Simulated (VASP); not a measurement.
Here is the system:

```xyz
1
Lattice="0.0000 1.7600 1.7600 1.7600 0.0000 1.7600 1.7600 1.7600 0.0000" Properties=species:S:1:pos:R:3 pbc="T T T"
Ni     0.0000     0.0000     0.0000
```
Starting moments (μB, in the order of the record's atoms Ni): 0.8.

Calculation: RPBE GGA, VASP's PBE PAW potentials (set 64) (plane waves; VASP 6.6.1). Numerical set-up: 520 eV cut-off, 16×16×16 Γ-centred mesh, first-order Methfessel-Paxton smearing of 0.10 eV, potentials Ni.

Energy and stress use the plane-wave basis of the starting cell.

Problem. The ions, cell shape and volume are relaxed. What does this cell relax into?

Solution. 
```xyz
1
Lattice="0.0000 1.7758 1.7758 1.7758 0.0000 1.7758 1.7758 1.7758 0.0000" Properties=species:S:1:pos:R:3 pbc="T T T"
Ni     0.0000     0.0000     0.0000
```
Space group Fm-3m (225), at a tolerance of 0.03 Å. The cell ends with 0.60 μB, on the sites 0.62 μB.

Problem. How do energy and volume change from the first to the last step?

Solution. The energy (σ→0) changes by -4.6 meV/atom and the volume by +2.7 %, in 3 ionic steps.

The compound is Ni in the fcc structure. This run relaxes it. Symmetry was kept, so distortions that lower it aren't found.
